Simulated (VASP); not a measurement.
```xyz
2
Lattice="0.0000 2.3451 2.3451 2.3451 0.0000 2.3451 2.3451 2.3451 0.0000" Properties=species:S:1:pos:R:3 pbc="T T T"
Na     0.0000     0.0000     0.0000
F      2.3451     2.3451     2.3451
```

All values below come from PW91 GGA, VASP's PBE PAW potentials (set 64) (plane waves; VASP 6.6.1). Run with 520 eV cut-off, Gaussian smearing of 0.050 eV, potentials Na_pv F.

### Question
Give the energies of bands 5 to 8 at the high-symmetry points, in eV from the valence-band maximum.

### Answer

```csv
band,Γ,X,U,L,W
5,0.00,-1.21,-1.00,-1.50,-0.83
6,0.00,-0.39,-0.79,-0.23,-0.83
7,0.00,-0.39,-0.35,-0.23,-0.54
8,6.17,12.89,12.66,10.60,13.02
```

The gap is direct, 6.17 eV, from the valence maximum at Γ to the conduction minimum at Γ.

Measured: gap 11.70 eV (computed value off by -5.53 eV), as given by David Koller et al., Journal of Physics Condensed Matter (2013), arXiv:1304.4470.

The compound is NaF in the rock salt structure. It was relaxed first.
